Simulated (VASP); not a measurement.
OSZICAR of a VASP run on P (black):

### OSZICAR
```
       N       E                     dE             d eps       ncg     rms          rms(c)
DAV:   1     0.598381335261E+02    0.59838E+02   -0.85684E+03  4340   0.123E+03
DAV:   2    -0.202189819226E+02   -0.80057E+02   -0.77702E+02  5656   0.178E+02
DAV:   3    -0.242949739673E+02   -0.40760E+01   -0.40221E+01  5908   0.422E+01
DAV:   4    -0.243482023310E+02   -0.53228E-01   -0.53174E-01  5394   0.566E+00
DAV:   5    -0.243492428343E+02   -0.10405E-02   -0.10401E-02  6070   0.714E-01    0.108E+01
DAV:   6    -0.241852808175E+02    0.16396E+00   -0.98063E-02  5294   0.191E+00    0.629E+00
DAV:   7    -0.241161326939E+02    0.69148E-01   -0.14863E-01  5546   0.235E+00    0.350E-01
DAV:   8    -0.241150678552E+02    0.10648E-02   -0.13851E-02  5204   0.837E-01    0.182E-01
DAV:   9    -0.241150688257E+02   -0.97046E-06   -0.67246E-04  5884   0.182E-01    0.819E-02
DAV:  10    -0.241150516461E+02    0.17180E-04   -0.11672E-04  5378   0.648E-02    0.349E-02
DAV:  11    -0.241150511547E+02    0.49135E-06   -0.99697E-06  5474   0.244E-02    0.106E-02
DAV:  12    -0.241150511753E+02   -0.20553E-07   -0.63682E-07  5634   0.542E-03
   1 F= -.24115051E+02 E0= -.24115044E+02  d E =-.241151E+02
       N       E                     dE             d eps       ncg     rms          rms(c)
DAV:   1    -0.241152920889E+02   -0.24093E-03   -0.10476E-02  4976   0.634E-01    0.925E-02
DAV:   2    -0.241152087135E+02    0.83375E-04   -0.57813E-04  5678   0.171E-01    0.358E-02
DAV:   3    -0.241151489845E+02    0.59729E-04   -0.75372E-05  5556   0.577E-02    0.124E-02
DAV:   4    -0.241151435687E+02    0.54158E-05   -0.24141E-05  5546   0.315E-02    0.337E-03
DAV:   5    -0.241151436688E+02   -0.10013E-06   -0.16798E-06  5306   0.957E-03    0.322E-03
DAV:   6    -0.241151436661E+02    0.27444E-08   -0.79960E-08  3328   0.191E-03
   2 F= -.24115144E+02 E0= -.24115133E+02  d E =-.924908E-04
       N       E                     dE             d eps       ncg     rms          rms(c)
DAV:   1    -0.241151488004E+02   -0.51316E-05   -0.19925E-04  4952   0.874E-02    0.125E-02
DAV:   2    -0.241151471984E+02    0.16020E-05   -0.11002E-05  5672   0.236E-02    0.490E-03
DAV:   3    -0.241151460624E+02    0.11360E-05   -0.14332E-06  5584   0.795E-03    0.171E-03
DAV:   4    -0.241151459585E+02    0.10390E-06   -0.45404E-07  5024   0.433E-03    0.467E-04
DAV:   5    -0.241151459613E+02   -0.27392E-08   -0.30320E-08  2710   0.133E-03
   3 F= -.24115146E+02 E0= -.24115135E+02  d E =-.947860E-04
       N       E                     dE             d eps       ncg     rms          rms(c)
DAV:   1    -0.241152229497E+02   -0.76991E-04   -0.31180E-03  4364   0.311E-01    0.256E-02
DAV:   2    -0.241152172881E+02    0.56616E-05   -0.15848E-04  5840   0.931E-02    0.135E-02
DAV:   3    -0.241152088136E+02    0.84745E-05   -0.16911E-05  5406   0.252E-02    0.380E-03
DAV:   4    -0.241152086297E+02    0.18392E-06   -0.22200E-06  5648   0.103E-02    0.227E-03
DAV:   5    -0.241152086123E+02    0.17356E-07   -0.17031E-07  4060   0.267E-03
   4 F= -.24115209E+02 E0= -.24115194E+02  d E =-.626511E-04
       N       E                     dE             d eps       ncg     rms          rms(c)
DAV:   1    -0.241153870096E+02   -0.17838E-03   -0.22228E-02  4340   0.831E-01    0.682E-02
DAV:   2    -0.241153469908E+02    0.40019E-04   -0.11327E-03  5840   0.249E-01    0.361E-02
DAV:   3    -0.241152865742E+02    0.60417E-04   -0.12052E-04  5382   0.673E-02    0.102E-02
DAV:   4    -0.241152852464E+02    0.13278E-05   -0.15844E-05  5660   0.275E-02    0.606E-03
DAV:   5    -0.241152851314E+02    0.11499E-06   -0.13017E-06  5612   0.715E-03    0.296E-03
DAV:   6    -0.241152850903E+02    0.41130E-07   -0.20549E-07  3610   0.300E-03
   5 F= -.24115285E+02 E0= -.24115258E+02  d E =-.139129E-03
```

**Question.** Which electronic solver shows in the log?

**Answer.** It is blocked Davidson (ALGO = Normal, or the opening steps of other solvers). The INCAR had ALGO = Normal.

**Question.** Can the final energy be trusted as converged?

**Answer.** Self-consistency was reached. It stopped with EDIFF = 1E-7, NELM = 100, NSW = 30 and EDIFFG = -0.01 after 5 ionic steps (LDA (Ceperley-Alder, Perdew-Zunger), plane waves, VASP's LDA PAW potentials (set 64)).

The compound is P in the black structure. This run relaxes it. Symmetry was kept, so distortions that lower it aren't found.
